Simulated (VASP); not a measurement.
Consider the following.

```
CrC
1.0
    0.00000     2.22567     2.22567
    2.22567     0.00000     2.22567
    2.22567     2.22567     0.00000
Cr C
1 1
Direct
  0.00000   0.00000   0.00000
  0.25000   0.25000   0.25000
```
Starting moments (μB, in the order of the record's atoms Cr C): -1.8 0.2.

Level of theory: PBE GGA, VASP's PBE PAW potentials (set 64) (plane waves; VASP). Settings: 520 eV cut-off, 16×16×16 Γ-centred mesh, tetrahedra with Blöchl corrections, potentials Cr_pv C.

### Question
What does the run give for the cell moment, energy per atom (σ→0), band gap (on the k-mesh) with the smallest direct gap where there is one?

### Answer

```yaml
band gap (on the k-mesh): none (metal, semimetal or under 0.01 eV)
cell_moment: -1.75 μB
energy per atom (σ→0): -8.921 eV/atom
```

### Question
Give the moment on each site (PAW-sphere projection).

### Answer

```
site  moment (μB)
----  -----------
Cr1         -1.85
C2           0.16
```

The structure was generated: CrC was put into the zinc blende type (F-43m), which need not be its known phase. It was relaxed first, which changed the volume by -28 %.
